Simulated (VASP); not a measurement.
Data:

```yaml
crystal:
  lattice:
    - [4.05605, 0.00000, 0.00000]
    - [-2.02802, 3.51264, 0.00000]
    - [0.00000, 0.00000, 19.09821]
  atoms:
    - { symbol: I, position: [0.66667, 0.33333, 0.41308] }
    - { symbol: I, position: [0.33333, 0.66667, 0.58692] }
    - { symbol: Mg, position: [0.00000, 0.00000, 0.50000] }
```

Level of theory: LDA (Ceperley-Alder, Perdew-Zunger), VASP's LDA PAW potentials (set 64) (plane waves; VASP 6.6.1). Run with PREC = Normal, 400 eV cut-off, 12×12×1 Γ-centred mesh, Gaussian smearing of 0.050 eV, potentials I Mg.

Unless said otherwise, spin-orbit coupling is left out, though it shifts the bands of the heavy elements here.

Task: Estimate the energy per atom (σ→0), band gap (on the k-mesh) with the smallest direct gap where there is one.

Result: 
| Property | Value |
|---|---|
| band gap (on the k-mesh) | 3.50 eV |
| smallest direct gap (on the k-mesh) | 4.04 eV |
| energy per atom (σ→0) | -2.997 eV/atom |

Total energies compare only between runs with the same potentials, cut-off and functional.

The cell is a sheet with vacuum, built from MgI2 (1T layered).
